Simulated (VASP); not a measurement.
Input:

```
HgS
1.0
    0.00000     2.95581     2.95581
    2.95581     0.00000     2.95581
    2.95581     2.95581     0.00000
Hg S
1 1
Direct
  0.00000   0.00000   0.00000
  0.25000   0.25000   0.25000
```

These are PBE GGA with D3 dispersion (zero damping), VASP's PBE PAW potentials (set 64) (plane waves; VASP) values and carry that method's errors. Settings: 520 eV cut-off, Gaussian smearing of 0.050 eV, potentials Hg S.

Unless said otherwise, spin-orbit coupling is left out, though it shifts the bands of the heavy elements here.

**Question.** Estimate the band gap (along the path) with the smallest direct gap where there is one.

**Answer.** 
```yaml
band gap (along the path): none (metal, semimetal or under 0.01 eV)
```

The absolute energy has meaning only against runs of the same code, potentials and settings.

The compound is HgS in the zinc blende structure, metacinnabar; cinnabar is the stable form. It was relaxed first.
